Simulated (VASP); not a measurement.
Here is the system:

```yaml
crystal:
  lattice:
    - [0.00000, 2.86953, 2.86953]
    - [2.86953, 0.00000, 2.86953]
    - [2.86953, 2.86953, 0.00000]
  atoms:
    - { symbol: Cd, position: [0.00000, 0.00000, 0.00000] }
    - { symbol: S, position: [0.25000, 0.25000, 0.25000] }
```

Method: vdW-DF-cx, VASP's PBE PAW potentials (set 64) (plane waves; VASP). Settings: 520 eV cut-off, 8×8×8 Γ-centred mesh, Gaussian smearing of 0.050 eV, potentials Cd S.

Problem. Give the stress tensor in GPa (positive for a compressed cell).

Solution. 
```
4.26  0.00  0.00
0.00  4.26  0.00
0.00  0.00  4.26
```
The pressure is its mean diagonal, 4.26 GPa.

The compound is CdS in the zinc blende structure, a metastable form; wurtzite is the usual one. This cell is one point of a volume scan, at 0.94 of the reference volume.
